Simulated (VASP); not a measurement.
# KTaO3: input slips in a band-gap run and what they do, part 2 of 2

Aim: see how common mistakes in a band-structure run show up, on KTaO3. The starting structure is a measured crystal structure from the Crystallography Open Database. Cell and atoms stay as given unless a step says otherwise.

VASP 6.6.1.

Results so far: reference 2.020 eV.

### 5. Bands with a hybrid's name typed into the meta-GGA tag

Level of this step: the functional as typed; plane waves and PAW (Ta_pv, K_sv, O) (VASP).

A slip made on purpose: a hybrid's name typed into the meta-GGA tag. Against step 2 the input has METAGGA = HSE06 and no GGA (also changed: NELM).

INCAR

```
SYSTEM = KTaO3
PREC = Accurate
ENCUT = 460
EDIFF = 1E-06
NELM = 60
ISMEAR = 0
SIGMA = 0.03
LREAL = .FALSE.
ALGO = Normal
NBANDS = 34
LORBIT = 11
LWAVE = .FALSE.
LCHARG = .FALSE.
KPAR = 4
METAGGA = HSE06
```

POSCAR

```
KTaO3
1.0
    3.9883000000      0.0000000000      0.0000000000
    0.0000000000      3.9883000000      0.0000000000
    0.0000000000      0.0000000000      3.9883000000
Ta K O
1 1 3
Direct
    0.0000000000      0.0000000000      0.0000000000
    0.5000000000      0.5000000000      0.5000000000
    0.0000000000      0.0000000000      0.5000000000
    0.0000000000      0.5000000000      0.0000000000
    0.5000000000      0.0000000000      0.0000000000
```

KPOINTS

```
Automatic mesh
0
Gamma
6 6 6
0 0 0
```

KPOINTS_OPT

```
Line mode
8
Line-mode
Reciprocal
  0.00000000   0.00000000   0.00000000 GAMMA
  0.00000000   0.50000000   0.00000000 X

  0.00000000   0.50000000   0.00000000 X
  0.50000000   0.50000000   0.00000000 M

  0.50000000   0.50000000   0.00000000 M
  0.00000000   0.00000000   0.00000000 GAMMA

  0.00000000   0.00000000   0.00000000 GAMMA
  0.50000000   0.50000000   0.50000000 R

  0.50000000   0.50000000   0.50000000 R
  0.00000000   0.50000000   0.00000000 X

  0.50000000   0.50000000   0.00000000 M
  0.50000000   0.50000000   0.50000000 R
```

Potentials, in the order of the species: Ta_pv, K_sv and O (LDA family, release 64).

On the command line:

```
$ mpirun -np 4 vasp_std
```

The log of the run:

```text
[banner, memory and clock lines left out]
[...]
|                                                                             |
|     EEEEEEE  RRRRRR   RRRRRR   OOOOOOO  RRRRRR      ###     ###     ###     |
|     E        R     R  R     R  O     O  R     R     ###     ###     ###     |
|     E        R     R  R     R  O     O  R     R     ###     ###     ###     |
|     EEEEE    RRRRRR   RRRRRR   O     O  RRRRRR       #       #       #      |
|     E        R   R    R   R    O     O  R   R                               |
|     E        R    R   R    R   O     O  R    R      ###     ###     ###     |
|     EEEEEEE  R     R  R     R  OOOOOOO  R     R     ###     ###     ###     |
|                                                                             |
|     Error: One of the selected functionals does not exist.                  |
|                                                                             |
|       ---->  I REFUSE TO CONTINUE WITH THIS SICK JOB ... BYE!!! <----       |
|                                                                             |

1
1
1
1

[... 1 part as in an earlier step ...]
```

Wall time 9.8 s (4 MPI ranks of Intel Xeon Platinum 8488C (Sapphire Rapids), shared host).

VASP stopped with this message: “Error: One of the selected functionals does not exist”.

### 6. Bands with one electron missing

A slip made on purpose: one electron missing. Against step 2 the input has NELECT = 37 (also changed: NELM).

Edit INCAR of step 5 so:

```diff
@@ -9,2 +9,3 @@
 ALGO = Normal
+GGA = CA
 NBANDS = 34
@@ -14,2 +15,2 @@
 KPAR = 4
-METAGGA = HSE06
+NELECT = 37
```

POSCAR is that of step 5.

KPOINTS is that of step 5.

KPOINTS_OPT is that of step 5.

On the command line:

```
$ mpirun -np 4 vasp_std
```

The log of the run:

```text
[... set-up lines as in an earlier step ...]
 entering main loop
       N       E                     dE             d eps       ncg     rms          rms(c)
DAV:   1     0.282594160022E+03    0.28259E+03   -0.17464E+04  1360   0.976E+02
DAV:   2    -0.347484899643E+02   -0.31734E+03   -0.30363E+03  1576   0.324E+02
DAV:   3    -0.512306779693E+02   -0.16482E+02   -0.16246E+02  1928   0.701E+01
DAV:   4    -0.516962527295E+02   -0.46557E+00   -0.46455E+00  1880   0.795E+00
DAV:   5    -0.517004455521E+02   -0.41928E-02   -0.41925E-02  1694   0.735E-01BRMIX: very serious problems
 the old and the new charge density differ
 old charge density:    38.00000 new   37.00000
BRMIX: very serious problems
 the old and the new charge density differ
 old charge density:    38.00000 new   37.00000
BRMIX: very serious problems
 the old and the new charge density differ
 old charge density:    38.00000 new   37.00000
BRMIX: very serious problems
 the old and the new charge density differ
 old charge density:    38.00000 new   37.00000
    0.326E+01
[...]
DAV:  13    -0.459841902721E+02    0.16703E-05   -0.52907E-06  1578   0.132E-02    0.382E-03
DAV:  14    -0.459841902213E+02    0.50855E-07   -0.41056E-07   868   0.513E-03
   1 F= -.45984190E+02 E0= -.45982895E+02  d E =-.259079E-02
 Start KPOINTS_OPT (optional k-point list driver)
k-point batch [1-20\48]
       N       E                     dE             ncg
DAV:   1    -0.183156935996E+04   -0.16813E+05     1368
DAV:   2    -0.794039553439E+04   -0.61088E+04     1568
DAV:   3    -0.826933642374E+04   -0.32894E+03     1932
DAV:   4    -0.828048241607E+04   -0.11146E+02     1868
DAV:   5    -0.828057999081E+04   -0.97575E-01     1778
DAV:   6    -0.828058235354E+04   -0.23627E-02     1790
DAV:   7    -0.828058237136E+04   -0.17816E-04     1694
DAV:   8    -0.828058237162E+04   -0.26251E-06     1246
[...]
k-point batch [41-48\48]
       N       E                     dE             ncg
DAV:   1     0.127760359677E+05   -0.10950E+05      544
DAV:   2     0.102941940550E+05   -0.24818E+04      620
DAV:   3     0.101632666637E+05   -0.13093E+03      800
DAV:   4     0.101589691868E+05   -0.42975E+01      726
DAV:   5     0.101589107064E+05   -0.58480E-01      702
DAV:   6     0.101589093744E+05   -0.13320E-02      736
DAV:   7     0.101589093654E+05   -0.90165E-05      660
DAV:   8     0.101589093651E+05   -0.26022E-06      550
```

Run time: 34 s. Hardware: 4 MPI ranks; peak memory 0.69 GiB; 1.7 min of CPU time.

From OUTCAR (step 6):

```text
  Total       -8.7232180     -8.7232180     -8.7232180      0.0000000      0.0000000      0.0000000
  in kB     -220.3047470   -220.3047470   -220.3047470      0.0000000      0.0000000      0.0000000
  external PRESSURE =    -220.3047470 kB  Pullay stress =       0.0000000 kB

  FREE ENERGIE OF THE ION-ELECTRON SYSTEM (eV)
  ---------------------------------------------------
  free  energy   TOTEN  =       -45.9841902213 eV

  energy  without entropy=      -45.9815994295  energy(sigma->0) =      -45.98289483

[... 3 parts as in an earlier step ...]

[... 1 further part left out ...]
[key lines of the parts left out:]
E-fermi :   0.4321
```

With one electron missing there is no gap to read, since by its occupations the run counts as a metal (its levels may still leave one).

### 7. Comparison

```csv
run,ended,gap (eV),core minutes
reference,converged,2.02,1.73
a fixed density without a density file,stopped by VASP,-,0.667
too few electronic steps,not converged,-,1.27
a hybrid's name typed into the meta-GGA tag,stopped by VASP,-,0.653
one electron missing,converged,none,2.27
```

Core minutes are wall time times ranks of the run shown, on a shared host.

### 8. Summary of results

```yaml
reference_gap: 2.020 eV
gap_with_one_electron_missing: none to read from the occupations
run_with_a_fixed_density_without_a_density_file: stopped by VASP
run_with_too_few_electronic_steps: not converged
run_with_a_hybrid_s_name_typed_into_the_meta_gga_tag: stopped by VASP
```

In words: VASP stopped by itself in the runs with a fixed density without a density file and a hybrid's name typed into the meta-GGA tag. The run with too few electronic steps didn't converge. Finished, but with signs in the output that stand out against the reference: one electron missing, with no gap to read, since by its occupations the run counts as a metal (its levels may still leave one) (signs: a warning on the charge density and a stress of up to 22.0 GPa). Further runs on this material are not shown.

[Lines on the potential files, build, host, timing and source positions are cut from VASP's logs without a mark.]

[Logs are printed without paths, hosts, clocks, repeated set-up lines and the standing remarks that a program may print on its own settings, such as how far it seeks lower states.]

[Hosts, paths, dates, database ids (printed as entryN), source tags and the programs' standing remarks are cut or masked in the printed files.]
